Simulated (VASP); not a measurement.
All values below come from PBEsol GGA, VASP's PBE PAW potentials (set 64) (plane waves; VASP 6.6.1).

The input files of a VASP run:

File KPOINTS:
```
Automatic
0
G
10 10 10
0 0 0
```

INCAR:
```
! general
SYSTEM   =  SmB2
PREC     =  Accurate
ENCUT    =  600
LREAL    =  F
LASPH    =  T

! electronic loop
EDIFF    =  1E-7
NELM     =  100
ALGO     =  Normal
LMAXMIX  =  6

! smearing
ISMEAR   =  1
SIGMA    =  0.1

! functional
GGA      =  PS

! ions
IBRION   =  2
NSW      =  40
ISIF     =  3
EDIFFG   =  -0.01
PSTRESS  =  300

! output
LWAVE    =  F
LCHARG   =  F
```

### POSCAR
```
SmB2
1
   -1.8950348962     1.8950348962     3.3456375290
    1.8950348962    -1.8950348962     3.3456375290
    1.8950348962     1.8950348962    -3.3456375290
Sm B
1 2
Direct
  0.0000000000   0.0000000000   0.0000000000
  0.3837846377   0.3837846377   0.0000000000
  0.6162153623   0.6162153623   0.0000000000
```

POTCAR, in this order: Sm_3 B (PBE.64 set). Program: vasp_std.

The resulting files:

OSZICAR:
```
...
   4 F= -.97859266E+01 E0= -.97858048E+01  d E =-.979688E+00
       N       E                     dE             d eps       ncg     rms          rms(c)
DAV:   1    -0.173279895677E+02   -0.22283E+00   -0.60178E+01  2452   0.791E+01    0.659E+00
DAV:   2    -0.166005313409E+02    0.72746E+00   -0.15584E+00  2932   0.127E+01    0.286E+00
DAV:   3    -0.163714793532E+02    0.22905E+00   -0.61851E-01  2652   0.829E+00    0.300E-01
DAV:   4    -0.163737180297E+02   -0.22387E-02   -0.15486E-02  2904   0.123E+00    0.149E-01
DAV:   5    -0.163742370631E+02   -0.51903E-03   -0.38303E-04  2872   0.207E-01    0.637E-02
DAV:   6    -0.163743604007E+02   -0.12334E-03   -0.56827E-05  2848   0.727E-02    0.150E-02
DAV:   7    -0.163743744001E+02   -0.13999E-04   -0.53217E-06  2856   0.230E-02    0.359E-03
DAV:   8    -0.163743743778E+02    0.22369E-07   -0.32277E-07  2808   0.503E-03
   5 F= -.97172343E+01 E0= -.97172453E+01  d E =0.686923E-01
       N       E                     dE             d eps       ncg     rms          rms(c)
DAV:   1    -0.173090423959E+02   -0.93467E+00   -0.19731E+01  2472   0.468E+01    0.370E+00
DAV:   2    -0.170645502286E+02    0.24449E+00   -0.46164E-01  2956   0.711E+00    0.169E+00
DAV:   3    -0.169860670111E+02    0.78483E-01   -0.23151E-01  2616   0.506E+00    0.163E-01
DAV:   4    -0.169866397268E+02   -0.57272E-03   -0.51305E-03  2960   0.692E-01    0.682E-02
DAV:   5    -0.169868162544E+02   -0.17653E-03   -0.27864E-04  2936   0.176E-01    0.336E-02
DAV:   6    -0.169868568553E+02   -0.40601E-04   -0.41606E-05  2948   0.598E-02    0.432E-03
DAV:   7    -0.169868567044E+02    0.15092E-06   -0.20136E-06  2860   0.164E-02    0.182E-03
DAV:   8    -0.169868563590E+02    0.34539E-06   -0.36727E-07  2872   0.531E-03    0.616E-04
DAV:   9    -0.169868564326E+02   -0.73610E-07   -0.26358E-08  1500   0.151E-03
   6 F= -.99437847E+01 E0= -.99441812E+01  d E =-.157858E+00
       N       E                     dE             d eps       ncg     rms          rms(c)
DAV:   1    -0.169928548230E+02   -0.59985E-02   -0.45583E-03  2476   0.699E-01    0.564E-02
DAV:   2    -0.169927961971E+02    0.58626E-04   -0.10714E-04  2980   0.105E-01    0.251E-02
DAV:   3    -0.169927787086E+02    0.17489E-04   -0.52321E-05  2596   0.738E-02    0.255E-03
DAV:   4    -0.169927784123E+02    0.29630E-06   -0.14029E-06  2940   0.114E-02    0.101E-03
DAV:   5    -0.169927782593E+02    0.15296E-06   -0.58833E-08  1532   0.274E-03    0.561E-04
DAV:   6    -0.169927780871E+02    0.17223E-06   -0.11180E-08  1356   0.111E-03    0.483E-05
DAV:   7    -0.169927780793E+02    0.77946E-08   -0.11819E-09  1332   0.347E-04
   7 F= -.99438896E+01 E0= -.99442956E+01  d E =-.157963E+00
       N       E                     dE             d eps       ncg     rms          rms(c)
DAV:   1    -0.169981850435E+02   -0.54070E-02   -0.38694E-03  2468   0.644E-01    0.518E-02
DAV:   2    -0.169981354817E+02    0.49562E-04   -0.90778E-05  2984   0.964E-02    0.231E-02
DAV:   3    -0.169981206779E+02    0.14804E-04   -0.44376E-05  2584   0.679E-02    0.235E-03
DAV:   4    -0.169981203993E+02    0.27863E-06   -0.11909E-06  2948   0.105E-02    0.931E-04
DAV:   5    -0.169981202554E+02    0.14388E-06   -0.50288E-08  1544   0.253E-03    0.515E-04
DAV:   6    -0.169981200970E+02    0.15846E-06   -0.95472E-09  1364   0.103E-03    0.446E-05
DAV:   7    -0.169981200895E+02    0.74949E-08   -0.10178E-09  1344   0.321E-04
   8 F= -.99438751E+01 E0= -.99442892E+01  d E =-.157948E+00
       N       E                     dE             d eps       ncg     rms          rms(c)
DAV:   1    -0.170437148797E+02   -0.45595E-01   -0.61804E-01  2508   0.713E+00    0.517E-01
DAV:   2    -0.170339517574E+02    0.97631E-02   -0.19004E-02  2820   0.130E+00    0.260E-01
DAV:   3    -0.170307747045E+02    0.31771E-02   -0.86467E-03  2800   0.796E-01    0.476E-02
DAV:   4    -0.170307609300E+02    0.13774E-04   -0.34880E-04  2780   0.170E-01    0.211E-02
DAV:   5    -0.170307562530E+02    0.46770E-05   -0.26060E-05  3004   0.466E-02    0.769E-03
DAV:   6    -0.170307556131E+02    0.63991E-06   -0.26421E-06  2792   0.138E-02    0.203E-03
DAV:   7    -0.170307554266E+02    0.18650E-06   -0.28402E-07  2652   0.478E-03    0.740E-04
DAV:   8    -0.170307554191E+02    0.74594E-08   -0.28539E-08  1440   0.175E-03
   9 F= -.99482465E+01 E0= -.99484834E+01  d E =-.437139E-02
       N       E                     dE             d eps       ncg     rms          rms(c)
DAV:   1    -0.170271855933E+02    0.35698E-02   -0.12311E-02  2524   0.101E+00    0.726E-02
DAV:   2    -0.170269925015E+02    0.19309E-03   -0.37752E-04  2808   0.182E-01    0.367E-02
DAV:   3    -0.170269291047E+02    0.63397E-04   -0.17834E-04  2796   0.114E-01    0.683E-03
DAV:   4    -0.170269293005E+02   -0.19580E-06   -0.75611E-06  2776   0.247E-02    0.312E-03
DAV:   5    -0.170269293775E+02   -0.77030E-07   -0.58423E-07  2904   0.705E-03
  10 F= -.99483675E+01 E0= -.99486478E+01  d E =-.449247E-02
       N       E                     dE             d eps       ncg     rms          rms(c)
DAV:   1    -0.169956936658E+02    0.31236E-01   -0.56127E-02  2512   0.292E+00    0.255E-01
DAV:   2    -0.169944205578E+02    0.12731E-02   -0.22245E-03  2560   0.564E-01    0.112E-01
DAV:   3    -0.169940934640E+02    0.32709E-03   -0.11169E-03  2836   0.396E-01    0.152E-02
DAV:   4    -0.169940985645E+02   -0.51005E-05   -0.41570E-05  2820   0.630E-02    0.374E-03
DAV:   5    -0.169940992608E+02   -0.69628E-06   -0.16690E-06  2880   0.158E-02    0.170E-03
DAV:   6    -0.169941001552E+02   -0.89442E-06   -0.18210E-07  1960   0.429E-03    0.401E-04
DAV:   7    -0.169941003423E+02   -0.18712E-06   -0.26756E-08  1468   0.152E-03    0.207E-04
DAV:   8    -0.169941003670E+02   -0.24695E-07   -0.44765E-09  1356   0.760E-04
  11 F= -.99485411E+01 E0= -.99487528E+01  d E =-.173592E-03
       N       E                     dE             d eps       ncg     rms          rms(c)
DAV:   1    -0.170052389379E+02   -0.11139E-01   -0.61588E-03  2512   0.972E-01    0.843E-02
DAV:   2    -0.170051005906E+02    0.13835E-03   -0.24409E-04  2560   0.187E-01    0.372E-02
DAV:   3    -0.170050641953E+02    0.36395E-04   -0.12252E-04  2832   0.131E-01    0.500E-03
DAV:   4    -0.170050633301E+02    0.86522E-06   -0.45425E-06  2808   0.209E-02    0.124E-03
DAV:   5    -0.170050631340E+02    0.19611E-06   -0.17641E-07  2016   0.525E-03    0.557E-04
DAV:   6    -0.170050629286E+02    0.20536E-06   -0.27147E-08  1360   0.169E-03    0.136E-04
DAV:   7    -0.170050628829E+02    0.45718E-07   -0.38574E-09  1312   0.640E-04
  12 F= -.99485979E+01 E0= -.99488314E+01  d E =-.230402E-03
       N       E                     dE             d eps       ncg     rms          rms(c)
DAV:   1    -0.170006883185E+02    0.43746E-02   -0.54810E-03  2448   0.690E-01    0.536E-02
DAV:   2    -0.170006289999E+02    0.59319E-04   -0.11511E-04  3004   0.995E-02    0.239E-02
DAV:   3    -0.170006131760E+02    0.15824E-04   -0.49452E-05  2576   0.630E-02    0.303E-03
DAV:   4    -0.170006132871E+02   -0.11108E-06   -0.23903E-06  2876   0.140E-02    0.139E-03
DAV:   5    -0.170006133836E+02   -0.96478E-07   -0.10882E-07  1640   0.356E-03
  13 F= -.99486159E+01 E0= -.99488375E+01  d E =-.180050E-04
       N       E                     dE             d eps       ncg     rms          rms(c)
DAV:   1    -0.170024706558E+02   -0.18574E-02   -0.92129E-04  2448   0.284E-01    0.219E-02
DAV:   2    -0.170024611106E+02    0.95452E-05   -0.19401E-05  3004   0.410E-02    0.981E-03
DAV:   3    -0.170024585902E+02    0.25204E-05   -0.83453E-06  2572   0.258E-02    0.124E-03
DAV:   4    -0.170024584535E+02    0.13676E-06   -0.40334E-07  2772   0.574E-03    0.575E-04
DAV:   5    -0.170024584079E+02    0.45523E-07   -0.18935E-08  1356   0.149E-03
  14 F= -.99486321E+01 E0= -.99488582E+01  d E =-.341349E-04
```

OUTCAR:
```
------------------------ aborting loop because EDIFF is reached ----------------------------------------
  FORCE on cell =-STRESS in cart. coord.  units (eV):
  Direction    XX          YY          ZZ          XY          YZ          ZX
  --------------------------------------------------------------------------------------
  Total        7.0518938      7.0518938      7.0583583      0.0000000     -0.0000000      0.0000000
  in kB      299.9178074    299.9178074    300.1927425      0.0000000     -0.0000000      0.0000000
  external PRESSURE =       0.0094524 kB  Pullay stress =     300.0000000 kB
  volume of cell :       37.67
      direct lattice vectors                 reciprocal lattice vectors
    -1.743155626  1.743155626  3.099429600     0.000000000  0.286836122  0.161320005
     1.743155626 -1.743155626  3.099429600     0.286836122  0.000000000  0.161320005
     1.743155626  1.743155626 -3.099429600     0.286836122  0.286836122  0.000000000
 POSITION                                       TOTAL-FORCE (eV/Angst)
 -----------------------------------------------------------------------------------
      0.00000      0.00000      0.00000         0.000000      0.000000      0.000000
      0.00000      0.00000      2.32331        -0.000000     -0.000000      0.000019
      0.00000      0.00000      3.87555         0.000000      0.000000     -0.000019
 -----------------------------------------------------------------------------------
    total drift:                                0.000000     -0.000000      0.000000
  FREE ENERGIE OF THE ION-ELECTRON SYSTEM (eV)
  ---------------------------------------------------
  free  energy   TOTEN  =       -17.0024584079 eV

  energy  without entropy=      -17.0031368348  energy(sigma->0) =      -17.00268455
  enthalpy is  TOTEN    =        -9.9486320651 eV   P V=        7.0538263428

 reached required accuracy - stopping structural energy minimisation
```
(Selected blocks of OUTCAR.)

**CONTCAR**
```
SmB2
   1.00000000000000
    -1.7431556257437770    1.7431556257437768    3.0994295997391905
     1.7431556257437770   -1.7431556257437768    3.0994295997391905
     1.7431556257437770    1.7431556257437768   -3.0994295997391905
  Sm              B
     1     2
Direct
     0.0000000000000000    0.0000000000000000    0.0000000000000000
     0.3747968899585132    0.3747968899585132    0.0000000000000000
     0.6252031100414868    0.6252031100414868    0.0000000000000000
```

The 4f electrons are frozen in the core of the lanthanide potential, so 4f levels, which can set the real gap, and their magnetism are missing. Energy and stress use the plane-wave basis of the starting cell.

The structure was generated: SmB2 was put into the MoSi2 type (I4/mmm), which need not be its known phase. This run relaxes it under an external pressure of 30 GPa. Symmetry was kept, so distortions that lower it aren't found. The electron count is odd and the run is not spin-polarised, which forces a metal.
